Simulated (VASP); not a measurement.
Output of a VASP run:

**OUTCAR**
```
 ion  position               nearest neighbor table
   1  0.000  0.000  0.000-
  LATTYP: Found a face centered cubic cell.
 ALAT       =     3.3857040678
 Subroutine PRICEL returns:
 Original cell was already a primitive cell.
 Subroutine GETGRP returns: Found 48 space group operations
The static configuration has the point symmetry O_h .
The dynamic configuration has the point symmetry O_h .
 Subroutine INISYM returns: Found 48 space group operations
 Subroutine IBZKPT returns following result:
 Found    195 irreducible k-points:

 Following reciprocal coordinates:
            Coordinates               Weight
  0.000000  0.000000  0.000000      1.000000
  0.055556  0.000000  0.000000      8.000000
  0.111111  0.000000  0.000000      8.000000
  0.166667  0.000000  0.000000      8.000000
  0.222222  0.000000  0.000000      8.000000
  0.277778  0.000000  0.000000      8.000000
  0.333333  0.000000  0.000000      8.000000
  0.388889  0.000000  0.000000      8.000000
  0.444444  0.000000  0.000000      8.000000
  0.500000  0.000000  0.000000      4.000000
  0.055556  0.055556  0.000000      6.000000
  0.111111  0.055556  0.000000     24.000000
  0.166667  0.055556  0.000000     24.000000
  0.222222  0.055556  0.000000     24.000000
  0.277778  0.055556  0.000000     24.000000
  0.333333  0.055556  0.000000     24.000000
  0.388889  0.055556  0.000000     24.000000
  0.444444  0.055556  0.000000     24.000000
  0.500000  0.055556  0.000000     24.000000
 -0.444444  0.055556  0.000000     24.000000
 -0.388889  0.055556  0.000000     24.000000
 -0.333333  0.055556  0.000000     24.000000
 -0.277778  0.055556  0.000000     24.000000
 -0.222222  0.055556  0.000000     24.000000
 -0.166667  0.055556  0.000000     24.000000
 -0.111111  0.055556  0.000000     24.000000
 -0.055556  0.055556  0.000000     12.000000
  0.111111  0.111111  0.000000      6.000000
  0.166667  0.111111  0.000000     24.000000
  0.222222  0.111111  0.000000     24.000000
  0.277778  0.111111  0.000000     24.000000
  0.333333  0.111111  0.000000     24.000000
  0.388889  0.111111  0.000000     24.000000
  0.444444  0.111111  0.000000     24.000000
  0.500000  0.111111  0.000000     24.000000
 -0.444444  0.111111  0.000000     24.000000
 -0.388889  0.111111  0.000000     24.000000
 -0.333333  0.111111  0.000000     24.000000
 -0.277778  0.111111  0.000000     24.000000
 -0.222222  0.111111  0.000000     24.000000
   k-points           NKPTS =    195   k-points in BZ     NKDIM =    195   number of bands    NBANDS=      9
   number of dos      NEDOS =    301   number of ions     NIONS =      1
   total plane-waves  NPLWV =   5832
   dimension x,y,z NGX =    18 NGY =   18 NGZ =   18
   dimension x,y,z NGXF=    36 NGYF=   36 NGZF=   36
   ions per type =               1
   PREC   = accura    normal or accurate (medium, high low for compatibility)
   ISTART =      0    job   : 0-new  1-cont  2-samecut
   ICHARG =      2    charge: 1-file 2-atom 10-const
   ISPIN  =      1    spin polarized calculation?
   LNONCOLLINEAR =      F non collinear calculations
   LSORBIT =      F    spin-orbit coupling
   INIWAV =      1    electr: 0-lowe 1-rand  2-diag
   ENCUT  =  500.0 eV  36.75 Ry    6.06 a.u.   4.36  4.36  4.36*2*pi/ulx,y,z
   NELM   =    100;   NELMIN=  2; NELMDL= -5     # of ELM steps
   EDIFF  = 0.1E-05   stopping-criterion for ELM
   LREAL  =      F    real-space projection
   NLSPLINE    = F    spline interpolate recip. space projectors
   LMAXMIX     =    4 max onsite mixed and CHGCAR
   VOSKOWN=      0    Vosko Wilk Nusair interpolation
   EDIFFG = -.2E-01   stopping-criterion for IOM
   NSW    =     40    number of steps for IOM
   NBLOCK =      1;   KBLOCK =     40    inner block; outer block
   IBRION =      2    ionic relax: 0-MD 1-quasi-New 2-CG
   NFREE  =      1    steps in history (QN), initial steepest desc. (CG)
...
```

### OSZICAR
```
       N       E                     dE             d eps       ncg     rms          rms(c)
DAV:   1     0.311486887043E+02    0.31149E+02   -0.56436E+03  3710   0.214E+03
DAV:   2    -0.525571782204E+01   -0.36404E+02   -0.34248E+02  3521   0.194E+02
DAV:   3    -0.563983151311E+01   -0.38411E+00   -0.38321E+00  4126   0.287E+01
DAV:   4    -0.564232683015E+01   -0.24953E-02   -0.24951E-02  4220   0.203E+00
DAV:   5    -0.564235381937E+01   -0.26989E-04   -0.26987E-04  4148   0.177E-01    0.808E+00
DAV:   6    -0.488279264137E+01    0.75956E+00   -0.14693E+01  3682   0.965E+01    0.288E+00
DAV:   7    -0.462752597612E+01    0.25527E+00   -0.18790E+00  3719   0.343E+01    0.790E-01
DAV:   8    -0.460456722012E+01    0.22959E-01   -0.12109E-02  5283   0.152E+00    0.186E-01
DAV:   9    -0.460380623940E+01    0.76098E-03   -0.30318E-03  3956   0.120E+00    0.175E-02
DAV:  10    -0.460382115375E+01   -0.14914E-04   -0.19045E-05  4451   0.812E-02    0.501E-03
DAV:  11    -0.460382264489E+01   -0.14911E-05   -0.36898E-07  2183   0.132E-02    0.617E-04
DAV:  12    -0.460382264250E+01    0.23829E-08   -0.28885E-08  1878   0.296E-03
   1 F= -.27870622E+01 E0= -.27871312E+01  d E =-.278706E+01
```

**OUTCAR**
```
------------------------ aborting loop because EDIFF is reached ----------------------------------------
  FORCE on cell =-STRESS in cart. coord.  units (eV):
  Direction    XX          YY          ZZ          XY          YZ          ZX
  --------------------------------------------------------------------------------------
  Total        1.7996450      1.7996450      1.7996450      0.0000000     -0.0000000      0.0000000
  in kB      297.1737419    297.1737419    297.1737419      0.0000000     -0.0000000      0.0000000
  external PRESSURE =      -2.8262581 kB  Pullay stress =     300.0000000 kB
  volume of cell :        9.70
      direct lattice vectors                 reciprocal lattice vectors
     0.000000000  1.692852034  1.692852034    -0.295359541  0.295359541  0.295359541
     1.692852034  0.000000000  1.692852034     0.295359541 -0.295359541  0.295359541
     1.692852034  1.692852034  0.000000000     0.295359541  0.295359541 -0.295359541
 POSITION                                       TOTAL-FORCE (eV/Angst)
 -----------------------------------------------------------------------------------
      0.00000      0.00000      0.00000         0.000000      0.000000      0.000000
 -----------------------------------------------------------------------------------
    total drift:                                0.000000     -0.000000      0.000000
  FREE ENERGIE OF THE ION-ELECTRON SYSTEM (eV)
  ---------------------------------------------------
  free  energy   TOTEN  =        -4.6038226425 eV

  energy  without entropy=       -4.6040297817  energy(sigma->0) =       -4.60389169
  enthalpy is  TOTEN    =        -2.7870621925 eV   P V=        1.8167604500

 reached required accuracy - stopping structural energy minimisation
```
(Selected blocks of OUTCAR.)

**POSCAR**
```
Cu
1
   -0.0000000000     1.6928520339     1.6928520339
    1.6928520339    -0.0000000000     1.6928520339
    1.6928520339     1.6928520339     0.0000000000
Cu
1
Direct
  0.0000000000   0.0000000000   0.0000000000
```

Q: Reconstruct the remaining input files.

A: This is not unique; one that fits is the input of the run itself, LDA (Ceperley-Alder, Perdew-Zunger), plane waves, VASP's LDA PAW potentials (set 64).

**KPOINTS**
```
Automatic mesh
0
Gamma
18 18 18
0 0 0
```

### INCAR
```
SYSTEM = Cu
PREC = Accurate
ENCUT = 500
EDIFF = 1E-6
NELM = 100
ALGO = Normal
LREAL = .FALSE.
LASPH = .TRUE.
ISMEAR = 1
SIGMA = 0.1
LMAXMIX = 4
LWAVE = .FALSE.
LCHARG = .FALSE.
IBRION = 2
ISIF = 3
NSW = 40
EDIFFG = -0.02
PSTRESS = 300
```

POTCAR, in this order: Cu (LDA.64 set). Program: vasp_std.

The compound is Cu in the fcc structure. It was relaxed first under an external pressure of 30 GPa.
